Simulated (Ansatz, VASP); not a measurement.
# B4MoRu in VASP and in Ansatz

```
B Mo Ru
1.0
     4.61794    0.00000    0.00000
     0.00000    4.61794    0.00000
     0.00000    0.00000    4.61794
B Mo Ru
4 1 1
Direct
  0.74158 0.74158 0.74158
  0.25842 0.25842 0.74158
  0.25842 0.74158 0.25842
  0.74158 0.25842 0.25842
  0.00000 0.00000 0.00000
  0.50000 0.50000 0.50000
```

Alike in both runs: task single point; functional PBE; k mesh 4 × 4 × 4; occupations gaussian, width 0.1 eV; collinear spin.

|  | VASP | Ansatz |
| --- | --- | --- |
| version | VASP 6.6.1 | Ansatz 0.2.0 |
| potentials or method | VASP PAW PBE potentials, release 64 (B, Mo_sv, Ru_pv) | scalar-relativistic, plane waves, PAW |
| plane-wave cutoff (eV) | 520 | 420 |
| valence electrons in the cell | 40 | 42 |

VASP gave:

* gap on the k mesh at the Fermi level (eV): none
* pressure (GPa): 0.3
* rms of the force components (eV/Å): 0.011
* net moment per atom (μB): 0.10
* size of the moment on the site where the two differ most (μB): 0.48

Problem. Which values does Ansatz return?

Solution. gap on the k mesh at the Fermi level (eV): none; pressure (GPa): 0.3; rms of the force components (eV/Å): 0.018; net moment per atom (μB): 0.10; size of the moment on the site where the two differ most (μB): 0.29.

Site moments also hang on the region over which each program counts them. Atom by atom the forces differ by 0.007 eV/Å (rms over components). A gap of «none» marks a metal or a gap that the smearing closes. With one functional, cell and mesh, what is left measures potentials, basis and numerics. The two sets of potentials don't hold the same shells in valence.
